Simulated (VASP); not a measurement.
# Nickel: the relaxed cell at several levels, part 3 of 4

Aim: relax Nickel at several levels and hold each cell against experiment. The start is a cell from a database of measured crystal structures.

VASP 6.6.1, plane waves and PAW; the level of theory is named at each step.

Still holding for the runs below: The magnetic order is the only one that the search above brought to convergence with its moments; longer or canted patterns were not tried. The k-mesh is coarse for a metal.

So far, final volume (Å³): step 6 (relaxation, level LDA) 10.0.

**7. Relaxation with PBEsol**

This step: PBEsol, spin-polarised from a ferromagnetic start (one magnetic atom a cell); plane waves and PAW (Ni) (VASP 6.6.1).

PBEsol restores the gradient expansion of exchange and is tuned for the cells of solids.

INCAR reads:

```
SYSTEM = Ni
PREC = Accurate
ENCUT = 520
EDIFF = 1E-06
NELM = 100
ISMEAR = -1
SIGMA = 0.05
LREAL = .FALSE.
ALGO = Normal
GGA = PS
NBANDS = 12
ISPIN = 2
MAGMOM = 0.58
LASPH = .TRUE.
LMAXMIX = 4
LORBIT = 11
LWAVE = .FALSE.
LCHARG = .FALSE.
KPAR = 4
IBRION = 2
NSW = 60
ISIF = 3
EDIFFG = -0.01
```

POSCAR reads:

```
Ni
1.0
    0.0000000000      1.7619350000      1.7619350000
    1.7619350000      0.0000000000      1.7619350000
    1.7619350000      1.7619350000      0.0000000000
Ni
1
Direct
    0.0000000000      0.0000000000      0.0000000000
```

KPOINTS reads:

```
Automatic mesh
0
Gamma
11 11 11
0 0 0
```

PAW data sets: Ni (PBE family, release 64).

On the command line:

```sh
> mpirun -np 4 vasp_std
```

Output:

```text
[banner, memory and clock lines left out]
running    4 mpi-ranks, on    1 nodes
 distrk:  each k-point on    1 cores,    4 groups
 distr:  one band on    1 cores,    1 groups

 POSCAR found type information on POSCAR Ni
 POSCAR found :  1 types and       1 ions
 [... a notice as in an earlier step ...]

 LDA part: xc-table for (Slater+PW92), standard interpolation
 POSCAR, INCAR and KPOINTS ok, starting setup
 FFT: planning ... GRIDC
 FFT: planning ... GRID_SOFT
 FFT: planning ... GRID
 WAVECAR not read
 entering main loop
       N       E                     dE             d eps       ncg     rms          rms(c)
DAV:   1     0.302962470914E+02    0.30296E+02   -0.45114E+03  2764   0.106E+03
DAV:   2    -0.612603932106E+01   -0.36422E+02   -0.34055E+02  2844   0.171E+02
DAV:   3    -0.732862278186E+01   -0.12026E+01   -0.11898E+01  3116   0.345E+01
DAV:   4    -0.733770090148E+01   -0.90781E-02   -0.90756E-02  3044   0.274E+00
DAV:   5    -0.733787645613E+01   -0.17555E-03   -0.17555E-03  3280   0.369E-01    0.105E+01
DAV:   6    -0.655182086178E+01    0.78606E+00   -0.17670E+01  3392   0.550E+01    0.637E+00
DAV:   7    -0.614485666248E+01    0.40696E+00   -0.31193E+00  3320   0.214E+01    0.180E+00
DAV:   8    -0.612754102021E+01    0.17316E-01   -0.24432E-02  3640   0.137E+00    0.893E-01
DAV:   9    -0.612482546162E+01    0.27156E-02   -0.16844E-03  4064   0.295E-01    0.264E-01
DAV:  10    -0.612403871508E+01    0.78675E-03   -0.87986E-04  3876   0.178E-01    0.443E-02
DAV:  11    -0.612404107996E+01   -0.23649E-05   -0.11795E-05  3296   0.398E-02    0.320E-02
DAV:  12    -0.612404250218E+01   -0.14222E-05   -0.26495E-06  1964   0.125E-02    0.670E-03
DAV:  13    -0.612404276133E+01   -0.25916E-06   -0.35956E-07  1556   0.567E-03
   1 F= -.61240428E+01 E0= -.61167700E+01  d E =-.612404E+01  mag=     0.5769
 curvature:   0.00 expect dE= 0.000E+00 dE for cont linesearch  0.000E+00
 trial: gam= 0.00000 g(F)=  0.613E-62 g(S)=  0.791E-01 ort = 0.000E+00 (trialstep = 0.100E+01)
 search vector abs. value=  0.791E-01
 bond charge predicted
       N       E                     dE             d eps       ncg     rms          rms(c)
DAV:   1    -0.815852906864E+01   -0.20345E+01   -0.27030E+01  3356   0.706E+01    0.124E+01
DAV:   2    -0.660896872458E+01    0.15496E+01   -0.21812E+01  3388   0.639E+01    0.522E+00
DAV:   3    -0.617132105801E+01    0.43765E+00   -0.30433E+00  3372   0.223E+01    0.197E+00
DAV:   4    -0.613165759585E+01    0.39663E-01   -0.35376E-02  3428   0.132E+00    0.993E-01
DAV:   5    -0.612107315878E+01    0.10584E-01   -0.13552E-02  3648   0.720E-01    0.475E-01
DAV:   6    -0.612114584539E+01   -0.72687E-04   -0.85598E-04  3172   0.310E-01    0.135E-01
DAV:   7    -0.612112814355E+01    0.17702E-04   -0.40968E-05  3796   0.697E-02    0.345E-02
DAV:   8    -0.612112455011E+01    0.35934E-05   -0.10905E-06  2888   0.944E-03    0.577E-03
DAV:   9    -0.612112436197E+01    0.18815E-06   -0.90666E-08  1496   0.242E-03
   2 F= -.61211244E+01 E0= -.61150943E+01  d E =0.291840E-02  mag=     0.5691
 trial-energy change:    0.002918  1 .order    0.007572   -0.079051    0.094194
 step:   0.4966(harm=  0.4563)  dis= 0.00000  next Energy=    -6.144240 (dE=-0.202E-01)
 bond charge predicted
       N       E                     dE             d eps       ncg     rms          rms(c)
DAV:   1    -0.668524024019E+01   -0.56412E+00   -0.73561E+00  3376   0.402E+01    0.618E+00
DAV:   2    -0.631689528302E+01    0.36834E+00   -0.72188E+00  3400   0.315E+01    0.310E+00
DAV:   3    -0.615679033200E+01    0.16010E+00   -0.10031E+00  3324   0.134E+01    0.110E+00
DAV:   4    -0.614627714625E+01    0.10513E-01   -0.68558E-03  2980   0.667E-01    0.560E-01
DAV:   5    -0.614454214211E+01    0.17350E-02   -0.41102E-03  3644   0.391E-01    0.124E-01
DAV:   6    -0.614452198026E+01    0.20162E-04   -0.43575E-05  3060   0.757E-02    0.665E-02
DAV:   7    -0.614453425142E+01   -0.12271E-04   -0.59856E-06  3248   0.284E-02    0.169E-02
DAV:   8    -0.614453502915E+01   -0.77773E-06   -0.88225E-07  1892   0.102E-02
   3 F= -.61445350E+01 E0= -.61378956E+01  d E =-.204923E-01  mag=     0.5721
 curvature:  -0.23 expect dE=-0.101E-05 dE for cont linesearch -0.101E-05
 trial: gam=-0.00744 g(F)=  0.184E-61 g(S)=  0.445E-05 ort = 0.593E-03 (trialstep = 0.899E+00)
 search vector abs. value=  0.350E-09
 reached required accuracy - stopping structural energy minimisation
```

The job ended after 31 s (4 MPI ranks of AMD EPYC 7R43, shared host; peak memory 0.43 GiB).

From OUTCAR (step 7):

```text
   NELECT =      10.0000    total number of electrons

 E-fermi :   9.8747

 spin component 1
 k-point     1 :       0.0000    0.0000    0.0000
  band No.  band energies     occupation
    ...
      2       7.3628      1.00000
      3       7.3628      1.00000
      4       7.3628      1.00000
      5       8.6091      1.00000
      6       8.6091      1.00000
      7      33.9920      0.00000
      8      38.2114      0.00000
      9      38.2114      0.00000
     10      38.2114      0.00000
     11      41.3031      0.00000
    ...

 k-point     2 :       0.0909    0.0000    0.0000
  band No.  band energies     occupation
    ...
      2       7.2745      1.00000
      3       7.4370      1.00000
      4       7.4370      1.00000
      5       8.5788      1.00000
      6       8.5788      1.00000
      7      32.7268      0.00000
      8      35.5970      0.00000
      9      37.5751      0.00000
     10      37.5751      0.00000
     11      42.2677      0.00000
    ...

  Total       -0.0055427     -0.0055427     -0.0055427      0.0000000      0.0000000     -0.0000000
  in kB       -0.8564595     -0.8564595     -0.8564595      0.0000000      0.0000000     -0.0000000
  external PRESSURE =      -0.8564595 kB  Pullay stress =       0.0000000 kB

 POSITION                                       TOTAL-FORCE (eV/Angst)
 -----------------------------------------------------------------------------------
      0.00000     -0.00000      0.00000         0.000000     -0.000000      0.000000
 -----------------------------------------------------------------------------------
    total drift:                               -0.000000     -0.000000     -0.000000

  FREE ENERGIE OF THE ION-ELECTRON SYSTEM (eV)
  ---------------------------------------------------
  free  energy   TOTEN  =        -6.1445350291 eV

  energy  without entropy=       -6.1312560719  energy(sigma->0) =       -6.13789555

 magnetization (x)
# of ion       s       p       d       tot
------------------------------------------
    1       -0.007  -0.026   0.612   0.579

[... 8 parts as in an earlier step ...]

[... 15 further parts left out ...]
```

CONTCAR:

```
Ni
   1.00000000000000
     0.0000000000000000    1.7307397131057338    1.7307397131057338
     1.7307397131057338   -0.0000000000000000    1.7307397131057338
     1.7307397131057338    1.7307397131057338   -0.0000000000000000
  Ni
     1
Direct
     0.0000000000000000    0.0000000000000000    0.0000000000000000
```

The PAW data sets were made with PBE, which is usual practice but a small mismatch for other functionals.

The steps of the relaxation:

```tsv
step	energy less that of the first step (eV)	largest force (eV/Å)	pressure (GPa)	volume (Å³)
1	0.0000	0.0000	-10.82	10.94
2	0.0029	0.0000	14.38	9.81
3	-0.0205	0.0000	-0.09	10.37
```

```tsv
conventional cell, symmetrised	before	after	change
a (Å)	3.524	3.461	-1.8 %
b (Å)	3.524	3.461	-1.8 %
c (Å)	3.524	3.461	-1.8 %
volume (Å³/atom)	10.94	10.37	-5.2 %
```

The relaxed structure:

```xyz
1
Lattice="0.0000 1.7307 1.7307 1.7307 0.0000 1.7307 1.7307 1.7307 0.0000" Properties=species:S:1:pos:R:3 pbc="T T T"
Ni    0.0000    0.0000    0.0000
```

Numbers from this step:

| Quantity | Value |
| --- | --- |
| free energy (TOTEN) | -6.145 eV |
| energy at zero smearing | -6.138 eV |
| Fermi energy | 9.875 eV |
| pressure | -0.08565 GPa |
| moment of the cell, from the last line of the log | 0.5721 μB |
| SCF cycles over all ionic steps | 30 |

It ends at 10.37 Å³/atom, -5.2 % from the start, with -0.09 GPa left. The conventional cell has a = 3.461 Å. The largest moment is 0.58 μB.

**8. Relaxation with PBE**

This step: PBE, spin-polarised from a ferromagnetic start (one magnetic atom a cell); plane waves and PAW (Ni) (VASP 6.6.1).

PBE, the usual starting point, adds the gradient of the density.

INCAR, as its differences from that of step 7:

```diff
@@ -9,3 +9,3 @@
 ALGO = Normal
-GGA = PS
+GGA = PE
 NBANDS = 12
```

POSCAR is that of step 7.

KPOINTS is that of step 7.

On the command line:

```sh
> mpirun -np 4 vasp_std
```

Output:

```text
[banner, memory and clock lines left out]
running    4 mpi-ranks, on    1 nodes
[...]
LDA part: xc-table for (Slater+PW92), standard interpolation
 POSCAR, INCAR and KPOINTS ok, starting setup
[...]
entering main loop
       N       E                     dE             d eps       ncg     rms          rms(c)
DAV:   1     0.310866144105E+02    0.31087E+02   -0.45169E+03  2764   0.106E+03
DAV:   2    -0.528315813080E+01   -0.36370E+02   -0.34024E+02  2840   0.171E+02
DAV:   3    -0.649141638526E+01   -0.12083E+01   -0.11954E+01  3116   0.346E+01
DAV:   4    -0.650061580504E+01   -0.91994E-02   -0.91969E-02  3044   0.276E+00
[...]
DAV:  10    -0.547796308556E+01    0.52083E-03   -0.74809E-04  3688   0.172E-01    0.508E-02
DAV:  11    -0.547796939596E+01   -0.63104E-05   -0.12249E-05  3088   0.409E-02    0.327E-02
DAV:  12    -0.547797027813E+01   -0.88217E-06   -0.16661E-06  2040   0.120E-02
   1 F= -.54779703E+01 E0= -.54708120E+01  d E =-.547797E+01  mag=     0.5767
[...]
DAV:   7    -0.547803024695E+01    0.13081E-05   -0.11780E-06  1688   0.137E-02    0.148E-03
DAV:   8    -0.547803017694E+01    0.70005E-07   -0.18974E-08  1432   0.136E-03
   2 F= -.54780302E+01 E0= -.54710157E+01  d E =-.598988E-04  mag=     0.5755
 trial-energy change:   -0.000060  1 .order   -0.000035   -0.001028    0.000958
 step:   0.5364(harm=  0.5176)  dis= 0.00000  next Energy=    -5.478250 (dE=-0.280E-03)
[...]
N       E                     dE             d eps       ncg     rms          rms(c)
DAV:   1    -0.548412358444E+01   -0.60933E-02   -0.79015E-02  3380   0.397E+00    0.645E-01
DAV:   2    -0.548026506084E+01    0.38585E-02   -0.81306E-02  3372   0.344E+00    0.350E-01
DAV:   3    -0.547837989701E+01    0.18852E-02   -0.12431E-02  3324   0.143E+00    0.102E-01
DAV:   4    -0.547826336432E+01    0.11653E-03   -0.85334E-05  3064   0.619E-02    0.574E-02
DAV:   5    -0.547824857547E+01    0.14789E-04   -0.34538E-05  3680   0.351E-02    0.107E-02
DAV:   6    -0.547824972752E+01   -0.11520E-05   -0.18523E-07  1524   0.418E-03    0.555E-03
DAV:   7    -0.547825054109E+01   -0.81357E-06   -0.18630E-07  1396   0.636E-03
   3 F= -.54782505E+01 E0= -.54711690E+01  d E =-.280263E-03  mag=     0.5761
[...]
reached required accuracy - stopping structural energy minimisation
```

The job ended after 28 s (4 MPI ranks; peak memory 0.43 GiB; 1.8 min of CPU time).

From OUTCAR (step 8):

```text
  Total        0.0021254      0.0021254      0.0021254      0.0000000      0.0000000     -0.0000000
  in kB        0.3133226      0.3133226      0.3133226      0.0000000      0.0000000     -0.0000000
  external PRESSURE =       0.3133226 kB  Pullay stress =       0.0000000 kB

 POSITION                                       TOTAL-FORCE (eV/Angst)
 -----------------------------------------------------------------------------------
      0.00000      0.00000      0.00000         0.000000     -0.000000      0.000000
 -----------------------------------------------------------------------------------
    total drift:                               -0.000000     -0.000000     -0.000000

  FREE ENERGIE OF THE ION-ELECTRON SYSTEM (eV)
  ---------------------------------------------------
  free  energy   TOTEN  =        -5.4782505411 eV

  energy  without entropy=       -5.4640875282  energy(sigma->0) =       -5.47116903

 magnetization (x)
# of ion       s       p       d       tot
------------------------------------------
    1       -0.008  -0.026   0.623   0.589

[... 2 parts as in an earlier step ...]

[... 2 further parts left out ...]
[key lines of the parts left out:]
E-fermi :   9.3816
```

The steps of the relaxation:

```tsv
step	energy less that of the first step (eV)	largest force (eV/Å)	pressure (GPa)	volume (Å³)
1	0.0000	0.0000	-1.23	10.94
2	-0.0001	0.0000	1.16	10.81
3	-0.0003	0.0000	0.03	10.87
```

```tsv
conventional cell, symmetrised	before	after	change
a (Å)	3.524	3.516	-0.2 %
b (Å)	3.524	3.516	-0.2 %
c (Å)	3.524	3.516	-0.2 %
volume (Å³/atom)	10.94	10.87	-0.7 %
```

Final coordinates:

```cif
data_structure
_symmetry_space_group_name_H-M 'P 1'
_symmetry_Int_Tables_number 1
_cell_length_a 2.4863
_cell_length_b 2.4863
_cell_length_c 2.4863
_cell_angle_alpha 60.000
_cell_angle_beta 60.000
_cell_angle_gamma 60.000
_cell_volume 10.87
loop_
_atom_site_label
_atom_site_type_symbol
_atom_site_fract_x
_atom_site_fract_y
_atom_site_fract_z
_atom_site_occupancy
Ni1 Ni 0.00000 0.00000 0.00000 1
```

It ends at 10.87 Å³/atom, -0.7 % from the start, with 0.03 GPa left. The conventional cell has a = 3.516 Å. The largest moment is 0.59 μB.

**9. Relaxation with r2SCAN**

This step: r2SCAN, spin-polarised from a ferromagnetic start (one magnetic atom a cell); plane waves and PAW (Ni) (VASP 6.6.1).

r2SCAN adds the kinetic-energy density, costs more than a GGA and is run with LASPH.

INCAR, as its differences from that of step 8:

```diff
@@ -9,3 +9,4 @@
 ALGO = Normal
-GGA = PE
+METAGGA = R2SCAN
+LASPH = .TRUE.
 NBANDS = 12
@@ -13,3 +14,2 @@
 MAGMOM = 0.58
-LASPH = .TRUE.
 LMAXMIX = 4
```

POSCAR is that of step 8.

KPOINTS is that of step 8.

On the command line:

```sh
> mpirun -np 4 vasp_std
```

Output:

```text
[banner, memory and clock lines left out]
running    4 mpi-ranks, on    1 nodes
[...]
[... a notice as in an earlier step ...]

 LDA part: xc-table for (None), standard interpolation
 POSCAR, INCAR and KPOINTS ok, starting setup
[...]
entering main loop
       N       E                     dE             d eps       ncg     rms          rms(c)
DAV:   1     0.247078491140E+02    0.24708E+02   -0.46279E+03  2740   0.109E+03
DAV:   2    -0.129455921195E+02   -0.37653E+02   -0.35268E+02  2860   0.176E+02
DAV:   3    -0.142893924607E+02   -0.13438E+01   -0.13303E+01  3100   0.375E+01
DAV:   4    -0.143005571142E+02   -0.11165E-01   -0.11162E-01  3112   0.312E+00
[...]
DAV:  14    -0.119299311089E+02   -0.26516E-05   -0.68608E-07  2540   0.909E-03    0.739E-03
DAV:  15    -0.119299359147E+02   -0.48058E-05   -0.10066E-06  1568   0.119E-02    0.416E-03
DAV:  16    -0.119299361489E+02   -0.23418E-06   -0.45041E-07  1472   0.875E-03
   1 F= -.11929936E+02 E0= -.11923323E+02  d E =-.119299E+02  mag=     0.7525
[... from here on, the cycles between the ionic steps are left out ...]
   2 F= -.11932763E+02 E0= -.11926616E+02  d E =-.282657E-02  mag=     0.6171
   3 F= -.11939939E+02 E0= -.11933162E+02  d E =-.100025E-01  mag=     0.6417
   4 F= -.11939943E+02 E0= -.11933189E+02  d E =-.100072E-01  mag=     0.6403
[...]
reached required accuracy - stopping structural energy minimisation
```

The job ended after 2.9 min (4 MPI ranks; peak memory 0.44 GiB; 11 min of CPU time).

From OUTCAR (step 9):

```text
  Total       -0.0032316     -0.0032316     -0.0032316     -0.0000000     -0.0000000      0.0000000
  in kB       -0.4930632     -0.4930632     -0.4930632     -0.0000000     -0.0000000      0.0000000
  external PRESSURE =      -0.4930632 kB  Pullay stress =       0.0000000 kB

 POSITION                                       TOTAL-FORCE (eV/Angst)
 -----------------------------------------------------------------------------------
      1.73807      1.73807      0.00000         0.000000      0.000000      0.000000
 -----------------------------------------------------------------------------------
    total drift:                               -0.000000     -0.000000     -0.000000

  FREE ENERGIE OF THE ION-ELECTRON SYSTEM (eV)
  ---------------------------------------------------
  free  energy   TOTEN  =       -11.9399433614 eV

  energy  without entropy=      -11.9264346750  energy(sigma->0) =      -11.93318902

 magnetization (x)
# of ion       s       p       d       tot
------------------------------------------
    1       -0.013  -0.045   0.716   0.659

[... 2 parts as in an earlier step ...]

[... 2 further parts left out ...]
[key lines of the parts left out:]
E-fermi :   9.8159
```

SCAN-type functionals tend to overstate the moments of itinerant magnets.

Step by step:

```tsv
step	energy less that of the first step (eV)	largest force (eV/Å)	pressure (GPa)	volume (Å³)
1	0.0000	0.0000	-7.25	10.94
2	-0.0028	0.0000	7.31	10.17
3	-0.0100	0.0000	-0.23	10.51
4	-0.0100	0.0000	-0.05	10.50
```

```tsv
conventional cell, symmetrised	before	after	change
a (Å)	3.524	3.476	-1.4 %
b (Å)	3.524	3.476	-1.4 %
c (Å)	3.524	3.476	-1.4 %
volume (Å³/atom)	10.94	10.50	-4.0 %
```

The relaxed structure:

```xyz
1
Lattice="0.0000 1.7381 1.7381 1.7381 0.0000 1.7381 1.7381 1.7381 0.0000" Properties=species:S:1:pos:R:3 pbc="T T T"
Ni    0.0000    0.0000    0.0000
```

It ends at 10.50 Å³/atom, -4.0 % from the start, with -0.05 GPa left. The conventional cell has a = 3.476 Å. The largest moment is 0.66 μB.

[end of part 3 of 4]

[Lines on the potential files, build, host, timing and source positions are cut from VASP's logs without a mark.]

[Logs are printed without paths, hosts, clocks, repeated set-up lines and the standing remarks that a program may print on its own settings, such as how far it seeks lower states.]

[Hosts, paths, dates, database ids (printed as entryN), source tags and the programs' standing remarks are cut or masked in the printed files.]

[A measured line is paired with the nearest computed mode of its activity, which favours agreement.]
